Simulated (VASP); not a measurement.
Write the native input for VASP 6.6.1 that does the following.

```yaml
Task: relaxation of cell and atoms
Functional: LDA
Potentials_or_basis: VASP PAW LDA potentials, release 64 (Zn)
Cutoff: 600 eV
k_mesh: 18 × 18 × 8
Occupations: methfessel-paxton, width 0.1 eV
Spin: no spin polarisation
Further_INCAR_settings: ALGO = Normal; EDIFF = 1e-06; IBRION = 2; EDIFFG = -0.01; NSW = 90; ISIF = 3
```

The structure of Zn lies in POSCAR:

```
Zn
1.0
    2.6700000000      0.0000000000      0.0000000000
   -1.3350000000      2.3122878281      0.0000000000
    0.0000000000      0.0000000000      4.9660000000
Zn
2
Direct
    0.3333333333      0.6666666667      0.2500000000
    0.6666666667      0.3333333333      0.7500000000
```

One way to write it, as run:

INCAR

```
  ALGO = Normal
  EDIFF = 1E-6
  EDIFFG = -0.01
  ENCUT = 600
  IBRION = 2
  ISIF = 3
  ISMEAR = 1
  KPAR = 2
  LASPH = True
  LCHARG = False
  LREAL = False
  LWAVE = False
  NELM = 80
  NSW = 90
  PREC = Accurate
  SIGMA = 0.1
```

KPOINTS

```
k-points
0
Gamma
  18 18 8
```

Potentials or basis: VASP PAW LDA potentials, release 64 (Zn).

The run is started by

```console
$ cat potpaw_LDA.64/Zn/POTCAR > POTCAR
$ mpirun -np 2 vasp_std > vasp.out
```

It gave:

```yaml
Relaxed_volume: 13.73 Å³/atom
Relaxed_cell: a = 2.561 Å, b = 2.561 Å, c = 4.833 Å, α = 90.00°, β = 90.00°, γ = 120.00°
Space_group_after_relaxing_to_0.05_Å: P6_3/mmc (No. 194)
Energy_gained_by_relaxing: 52.4 meV/atom
Ionic_steps: 4
Pressure_after_relaxing: -0.1 GPa
Band_gap_on_the_k_mesh: none (metal or under the smearing width)
```

Caveat: the volume moved by -10 % from the deposited cell, more than functionals usually miss.

It took 45 s on 2 MPI ranks on Intel(R) Xeon(R) 6975P-C (Granite Rapids), on a shared host, peak memory 0.21 GiB a rank.
